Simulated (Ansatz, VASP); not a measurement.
# Cross-check of W (W(100)) between VASP and Ansatz, part 2 of 2

Aim: how closely do two programs agree when they are given the same cell, functional and k mesh? The cell is taken from a series of runs on this material, whose earlier steps may have relaxed, scaled, displaced or heated it; both programs get it as it stands.

VASP 6.6.1 and Ansatz 0.2.0.

So far: The starting structure; Ansatz: single point, PBEsol; VASP: single point, PBEsol; Side by side; Ansatz: single point, RPBE.

## Step 6: VASP: single point, RPBE

Level of this step: RPBE; plane waves and PAW (W) (VASP).

The same cell, functional, mesh and smearing now go to VASP, with its own data sets.

INCAR reads:

```
SYSTEM = W
PREC = Accurate
ENCUT = 520
EDIFF = 1E-06
NELM = 120
ISMEAR = -1
SIGMA = 0.1
LREAL = .FALSE.
ALGO = Normal
GGA = RP
NBANDS = 28
LASPH = .TRUE.
LORBIT = 11
LWAVE = .FALSE.
LCHARG = .FALSE.
ISIF = 2
LDIPOL = .TRUE.
IDIPOL = 3
DIPOL = 0.5 0.5 0.5
LVHAR = .TRUE.
GGA_COMPAT = .FALSE.
NELMDL = -8
KPAR = 2
```

POSCAR reads:

```
W
1.0
    3.1600000000      0.0000000000      0.0000000000
    0.0000000000      3.1600000000      0.0000000000
    0.0000000000      0.0000000000     27.4800000000
W
7
Direct
    0.0000000000      0.0000000000      0.3275109170
    0.5000000000      0.5000000000      0.3850072780
    0.0000000000      0.0000000000      0.4425036390
    0.5000000000      0.5000000000      0.5000000000
    0.0000000000      0.0000000000      0.5574963610
    0.5000000000      0.5000000000      0.6149927220
    0.0000000000      0.0000000000      0.6724890830
```

KPOINTS reads:

```
Automatic mesh
0
Gamma
13 13 1
0 0 0
```

The projector-augmented-wave data sets are W (PBE family, release 64).

Run with:

```bash
mpirun -np 2 vasp_std
```

Numbers of over 12 decimals in the logs are rounded to 6 here.

What it wrote:

```text
[banner, memory and clock lines left out]
running    2 mpi-ranks, on    1 nodes
[...]
[... a notice as in an earlier step ...]

 LDA part: xc-table for (Slater+PW92), standard interpolation
 POSCAR, INCAR and KPOINTS ok, starting setup
[...]
entering main loop
       N       E                     dE             d eps       ncg     rms          rms(c)
DAV:   1     0.215825351519E+03    0.21583E+03   -0.16041E+04  1568   0.120E+03
DAV:   2    -0.596226260558E+02   -0.27545E+03   -0.26231E+03  2176   0.265E+02
DAV:   3    -0.863768231700E+02   -0.26754E+02   -0.25566E+02  1960   0.772E+01
DAV:   4    -0.885894558381E+02   -0.22126E+01   -0.21195E+01  2548   0.184E+01
[...]
DAV:  31    -0.822321387562E+02   -0.16400E-05   -0.49824E-07  1152   0.470E-03    0.235E-03
DAV:  32    -0.822321399375E+02   -0.11814E-05   -0.75931E-07  1212   0.290E-03    0.184E-03
DAV:  33    -0.822321408252E+02   -0.88764E-06   -0.13499E-07  1072   0.258E-03
   1 F= -.82232141E+02 E0= -.82124273E+02  d E =-.215735E+00
```

OUTCAR, selected parts (step 6):

```text
  Total       -4.4218421     -4.4218421     -2.5524698      0.0000000      0.0000000      0.0000000
  in kB      -25.8180193    -25.8180193    -14.9032263      0.0000000      0.0000000      0.0000000
  external PRESSURE =     -22.1797550 kB  Pullay stress =       0.0000000 kB

 POSITION                                       TOTAL-FORCE (eV/Angst)
 -----------------------------------------------------------------------------------
      0.00000      0.00000      9.00000         0.000000      0.000000      1.412481
      1.58000      1.58000     10.58000         0.000000     -0.000000     -1.728540
      0.00000      0.00000     12.16000         0.000000     -0.000000      0.005449
      1.58000      1.58000     13.74000         0.000000      0.000000      0.000000
      0.00000      0.00000     15.32000         0.000000      0.000000     -0.005449
      1.58000      1.58000     16.90000        -0.000000     -0.000000      1.728540
      0.00000      0.00000     18.48000         0.000000      0.000000     -1.412481
 -----------------------------------------------------------------------------------
    total drift:                                0.000000     -0.000000     -0.000000

  FREE ENERGIE OF THE ION-ELECTRON SYSTEM (eV)
  ---------------------------------------------------
  free  energy   TOTEN  =       -82.2321408252 eV

  energy  without entropy=      -82.0164059648  energy(sigma->0) =      -82.12427340

[... 2 parts as in an earlier step ...]

[... 1 further part left out ...]
[key lines of the parts left out:]
E-fermi :   0.8053
```

## Step 7: Differences

What differs besides the data sets and the points named for the pairs above, as far as they apply: the data sets hold 98 valence electrons in Ansatz (on its default PAW (the set named soft_2) files) and 42 in VASP. Total energies have different zeros and are not compared.

The two programs side by side:

| quantity | Ansatz | VASP | difference |
| --- | --- | --- | --- |
| work function, lower of the two faces (eV) | 4.05 | 4.07 | -0.02 |
| work function, higher of the two faces (eV) | 4.05 | 4.07 | -0.02 |

With vacuum in the cell, a pressure given here is an average over mostly empty space and none of the material.

## Step 8: Ansatz: single point, LDA

A single point gives forces, pressure and levels at one fixed geometry, so differences don't come from the geometry; what else differs is listed under the comparison.

The cell is taken from a series of runs on this material, whose earlier steps may have relaxed, scaled, displaced or heated it; both programs get it as it stands.

input.yaml reads:

```yaml
crystal:
  lattice:
    - [3.16, 0.0, 0.0]
    - [0.0, 3.16, 0.0]
    - [0.0, 0.0, 27.48]
  atoms:
    - { symbol: W, position: [0.0, 0.0, 0.327510917] }
    - { symbol: W, position: [0.5, 0.5, 0.385007278] }
    - { symbol: W, position: [0.0, 0.0, 0.442503639] }
    - { symbol: W, position: [0.5, 0.5, 0.5] }
    - { symbol: W, position: [0.0, 0.0, 0.557496361] }
    - { symbol: W, position: [0.5, 0.5, 0.614992722] }
    - { symbol: W, position: [0.0, 0.0, 0.672489083] }
kpoints:
  mp_grid: { grid: [13, 13, 1] }
hamiltonian:
  xc: lda
  pseudopotentials: { kind: nc }
scf:
  occupations: { method: fermi_dirac, width: 0.1 }
  convergence: { dr2_threshold: 1.0e-09 }
efield:
  axis: 3
  dipole_correction: true
  ramp_position: 0.97
  ramp_width: 0.06
output:
  write_potential: true
  write_density: true
  volumetric_format: npy
```

Run with:

```bash
ansatz run input.yaml --threads 2 --pin off --max-ram 3072MiB --backend cpu --events-out ev --progress --plain --runs-dir out
```

What it wrote:

```text
[...]
Crystal: 7 atoms, lattice volume = 274.404 Å³
Basis set: ecut = 952.398519 eV, 18203 PW (Γ)
Bands: 59, of which v1, the nominal top of the filled ones, is band 49 counted from 1 (48 counted from 0)
Symmetry: 8 space group operations
k-points: 28 of 169
[...]
k-point 0: bands = [... 45 lower, 5.6999, 5.6999, 6.0020, 6.0190, 6.0713, 6.3559, 6.3559, 6.9494, ... 6 higher]
  k-point 1: bands = [... 45 lower, 5.7456, 5.7654, 5.9424, 6.1004, 6.1215, 6.2929, 6.6788, 7.0368, ... 6 higher]
  k-point 2: bands = [... 45 lower, 5.5845, 5.6492, 6.0819, 6.1734, 6.4095, 6.4142, 7.1245, 7.1286, ... 6 higher]
  k-point 27: bands = [... 45 lower, 5.9929, 6.0331, 8.1461, 8.1563, 8.1674, 8.2140, 8.2695, 8.3899, ... 6 higher]
[key lines of the parts left out:]
SCF converged after 11 iterations
Free energy (F): -14456.147562 eV
Fermi energy:    6.332683 eV
Dipole field:    D = 0.000000 V/Å  (p = 0.000000 e·Å, saw-weighted, corrected)
Work function:   Φ+ = 4.4976 eV   Φ− = 4.4976 eV
```

## Step 9: VASP: single point, LDA

The same cell, functional (in two slightly different forms), mesh and smearing now go to VASP, with its own data sets.

Edit INCAR of step 6 so:

```diff
@@ -9,3 +9,3 @@
 ALGO = Normal
-GGA = RP
+GGA = PW92
 NBANDS = 28
```

POSCAR is that of step 6.

KPOINTS is that of step 6.

Potentials, in the order of the species: W (LDA family, release 64).

Run with:

```bash
mpirun -np 2 vasp_std
```

What it wrote:

```text
[banner, memory and clock lines left out]
running    2 mpi-ranks, on    1 nodes
[...]
[... a notice as in an earlier step ...]

 LDA part: xc-table for (Slater(with rela. corr.)+PW92), standard interpolation
 POSCAR, INCAR and KPOINTS ok, starting setup
[...]
entering main loop
       N       E                     dE             d eps       ncg     rms          rms(c)
DAV:   1     0.203293994616E+03    0.20329E+03   -0.16093E+04  1568   0.120E+03
DAV:   2    -0.719838918265E+02   -0.27528E+03   -0.26283E+03  2156   0.246E+02
DAV:   3    -0.982070046711E+02   -0.26223E+02   -0.25121E+02  1968   0.722E+01
DAV:   4    -0.100271825549E+03   -0.20648E+01   -0.20026E+01  2584   0.179E+01
[...]
DAV:  30    -0.933580653899E+02   -0.24540E-05   -0.12787E-06  1288   0.497E-03    0.228E-03
DAV:  31    -0.933580667966E+02   -0.14067E-05   -0.55105E-07  1144   0.513E-03    0.198E-03
DAV:  32    -0.933580675447E+02   -0.74813E-06   -0.23506E-07  1060   0.244E-03
   1 F= -.93358068E+02 E0= -.93249321E+02  d E =-.217493E+00
```

From OUTCAR (step 9):

```text
  Total      -15.5729681    -15.5729681    -12.4118354      0.0000000      0.0000000      0.0000000
  in kB      -90.9266272    -90.9266272    -72.4695717      0.0000000      0.0000000      0.0000000
  external PRESSURE =     -84.7742754 kB  Pullay stress =       0.0000000 kB

 POSITION                                       TOTAL-FORCE (eV/Angst)
 -----------------------------------------------------------------------------------
      0.00000      0.00000      9.00000         0.000000      0.000000      2.408019
      1.58000      1.58000     10.58000        -0.000000     -0.000000     -1.648135
      0.00000      0.00000     12.16000         0.000000     -0.000000     -0.018193
      1.58000      1.58000     13.74000         0.000000     -0.000000      0.000000
      0.00000      0.00000     15.32000         0.000000     -0.000000      0.018193
      1.58000      1.58000     16.90000         0.000000      0.000000      1.648135
      0.00000      0.00000     18.48000        -0.000000      0.000000     -2.408019
 -----------------------------------------------------------------------------------
    total drift:                               -0.000000     -0.000000     -0.000000

  FREE ENERGIE OF THE ION-ELECTRON SYSTEM (eV)
  ---------------------------------------------------
  free  energy   TOTEN  =       -93.3580675447 eV

  energy  without entropy=      -93.1405745135  energy(sigma->0) =      -93.24932103

[... 2 parts as in an earlier step ...]

[... 1 further part left out ...]
[key lines of the parts left out:]
E-fermi :   0.5060
```

## Step 10: Comparison

What differs besides the data sets and the points named for the pairs above, as far as they apply: the data sets hold 98 valence electrons in Ansatz (on norm-conserving files, of PseudoDojo where its log says so) and 42 in VASP; the cutoff is 952.399 eV in Ansatz and 520 eV in VASP; VASP's log shows a relativistic correction to its local exchange, Ansatz's none. Total energies have different zeros and are not compared.

The two programs side by side:

| quantity | Ansatz | VASP | difference |
| --- | --- | --- | --- |
| work function, lower of the two faces (eV) | 4.50 | 4.51 | -0.01 |
| work function, higher of the two faces (eV) | 4.50 | 4.51 | -0.01 |

With vacuum in the cell, a pressure given here is an average over mostly empty space and none of the material.

## Step 11: Summary of results

```yaml
difference_in_work_function_lower_of_the_two_faces_single_point_pbesol: -0.018 eV
difference_in_work_function_lower_of_the_two_faces_single_point_rpbe: -0.018 eV
difference_in_work_function_lower_of_the_two_faces_single_point_lda: -0.011 eV
```

What this shows: The difference in work function, lower of the two faces is -0.018 eV (single point, PBEsol). The data sets hold unlike numbers of valence electrons (98 in Ansatz and 42 in VASP), so part of the differences comes from the potentials. 2 further runs of this series are not shown here. How closely two codes agree says nothing of how well the functional describes the real material.

[Lines on the potential files, build, host, timing and source positions are cut from VASP's logs without a mark.]

[Logs are printed without paths, hosts, clocks, repeated set-up lines and the standing remarks that a program may print on its own settings, such as how far it seeks lower states.]

[Hosts, paths, dates, database ids (printed as entryN), source tags and the programs' standing remarks are cut or masked in the printed files.]
